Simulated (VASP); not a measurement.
Set up this calculation in VASP 6.6.1, as the native input.

```yaml
Task: relaxation of cell and atoms
Functional: PBE
Potentials_or_basis: VASP PAW PBE potentials, release 64 (Ti_sv, Ru_pv, N)
Cutoff: 520 eV
k_mesh: 10 × 10 × 10
Occupations: gaussian, width 0.1 eV
Spin: no spin polarisation
Further_INCAR_settings: ALGO = Normal; EDIFF = 1e-06; IBRION = 2; EDIFFG = -0.01; NSW = 90; ISIF = 3
```

The structure of TiRuN2 lies in POSCAR:

```
TiRuN2
1.0
   -2.1530000000      2.1530000000      4.2080000000
    2.1530000000     -2.1530000000      4.2080000000
    2.1530000000      2.1530000000     -4.2080000000
Ti Ru N
2 2 4
Direct
    0.7500000000      0.2500000000      0.5000000000
    0.0000000000      0.0000000000      0.0000000000
    0.2500000000      0.7500000000      0.5000000000
    0.5000000000      0.5000000000      0.0000000000
    0.2472671100      0.2472671100      0.0000000000
    0.7527328900      0.7527328900      0.0000000000
    0.9972671100      0.4972671100      0.5000000000
    0.5027328900      0.0027328900      0.5000000000
```

The cell was built by a generator and needn't be a form met in nature.

The input as run:

INCAR

```
SYSTEM = TiRuN2
  PREC = Accurate
  ENCUT = 520
  EDIFF = 1E-6
  ISMEAR = 0
  SIGMA = 0.1
  LREAL = .False.
  LASPH = .True.
  NELM = 120
  ALGO = Normal
  ISIF = 3
  LWAVE = .False.
  LCHARG = .False.
  GGA = PE
  IBRION = 2
  NSW = 90
  EDIFFG = -0.01
  KPAR = 4
```

KPOINTS

```
Automatic mesh
0
Gamma
  10 10 10
  0 0 0
```

Potentials or basis: VASP PAW PBE potentials, release 64 (Ti_sv, Ru_pv, N).

Command:

```bash
$ cat potpaw_PBE.64/Ti_sv/POTCAR potpaw_PBE.64/Ru_pv/POTCAR potpaw_PBE.64/N/POTCAR > POTCAR
$ mpirun -np 4 vasp_std > vasp.out
```

It gave:

```yaml
Relaxed_volume: 9.76 Å³/atom
Relaxed_cell: a = 5.200 Å, b = 5.200 Å, c = 5.200 Å, α = 131.13°, β = 131.13°, γ = 71.61°
Space_group_after_relaxing_to_0.05_Å: I4_1/amd (No. 141)
Energy_gained_by_relaxing: 0.1 meV/atom
Ionic_steps: 5
Pressure_after_relaxing: 0.0 GPa
Largest_force_after_relaxing: 0.008 eV/Å
Band_gap_on_the_k_mesh: none (metal or under the smearing width)
```

Run time: 3.7 min on 4 MPI ranks on Intel(R) Xeon(R) 6975P-C (Granite Rapids) (shared host), peak memory 0.45 GiB a rank.
